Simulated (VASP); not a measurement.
The system is TiSn.

```
Ti Sn
1.0
     5.72599    0.00000    0.00000
    -2.86299    4.95885    0.00000
     0.00000    0.00000    4.80480
Ti Sn
3 3
Direct
  0.00000 0.50000 0.00000
  0.50000 0.00000 0.00000
  0.50000 0.50000 0.00000
  0.66667 0.33333 0.50000
  0.33333 0.66667 0.50000
  0.00000 0.00000 0.00000
```

The cell was built by a generator and needn't be a form met in nature.

Base run:

```yaml
Program: VASP 6.6.1
Functional: PBE
Potentials_or_basis: VASP PAW PBE potentials, release 64 (Ti_sv, Sn_d)
Cutoff: 520 eV
k_mesh: 6 × 6 × 6
Occupations: gaussian, width 0.1 eV
Spin: no spin polarisation
```

Its results: band gap on the k mesh none (metal or under the smearing width); pressure 0.0 GPa.

Task: The run is repeated on the same cell with these changes: spin from no spin polarisation to collinear spin, ferromagnetic start. What comes out?

Result: Band gap on the k mesh none (metal or under the smearing width); pressure 0.2 GPa; net moment 1.18 μB per cell; site moments Ti +0.30; Sn -0.01, -0.00 μB.

Not every run made on this cell is shown here.
